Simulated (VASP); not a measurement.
An input for Quantum ESPRESSO's pw.x (written as the equivalent of a VASP run, and not itself run):

```
&CONTROL
  calculation = 'scf'
  pseudo_dir = './pseudo'
  outdir = './out'
  tprnfor = .true.
  tstress = .true.
/
&SYSTEM
  ibrav = 0
  nat = 2
  ntyp = 2
  ecutwfc = 82
  occupations = 'smearing'
  smearing = 'methfessel-paxton'
  degauss = 0.00735
  input_dft = 'pbe'
/
&ELECTRONS
  conv_thr = 7.3e-08
  electron_maxstep = 100
/
ATOMIC_SPECIES
  Hf 178.490 Hf.upf
  C 12.011 C.upf
CELL_PARAMETERS angstrom
     0.0000000    2.3387410    2.3560370
     2.3819600    0.0000000    2.3560370
     2.3819600    2.3387410    0.0000000
ATOMIC_POSITIONS crystal
  Hf   0.0000000  0.0000000  0.0000000
  C    0.4909530  0.5090470  0.5090470
K_POINTS automatic
  12 12 12 0 0 0
```

**Question.** Write the VASP files for the same calculation (PBE).

**Answer.** This is not unique; one that fits is 
**POSCAR**
```
HfC
1.0
  0.0000000000   2.3387410000   2.3560370000
  2.3819600000   0.0000000000   2.3560370000
  2.3819600000   2.3387410000   0.0000000000
Hf C
1 1
Cart
  0.0000000000   0.0000000000   0.0000000000
  2.4250591842   2.3387410000   2.3560370000
```

KPOINTS:
```
Automatic mesh
0
Gamma
12 12 12
0 0 0
```

INCAR:
```
SYSTEM  =  HfC
PREC  =  Accurate; ENCUT  =  520; LREAL  =  .FALSE.
LASPH  =  .TRUE.
EDIFF  =  1E-6; NELM  =  100; ALGO  =  Normal
IMIX  =  4; AMIX  =  0.2; BMIX  =  0.0001
LMAXMIX  =  6
ISMEAR  =  1; SIGMA  =  0.1
GGA  =  PE
ISIF  =  2
LWAVE  =  .FALSE.; LCHARG  =  .FALSE.
```

POTCAR, in this order: Hf_pv C (PBE.64 set). Program: vasp_std.

Limits of the translation: the potentials are each code's own (VASP's PAW set, PseudoDojo norm-conserving files in pw.x), so ENCUT and ecutwfc are chosen apart and not converted; conv_thr bounds pw.x's estimated SCF error, while EDIFF bounds the energy change between steps.

The compound is HfC in the rock salt structure. The cell was not relaxed at this level, atoms are displaced from their ideal sites. The run is one of a series of settings (AMIX = 0.2, BMIX = 0.0001, IMIX = 4 against the base run), some of them coarse on purpose.
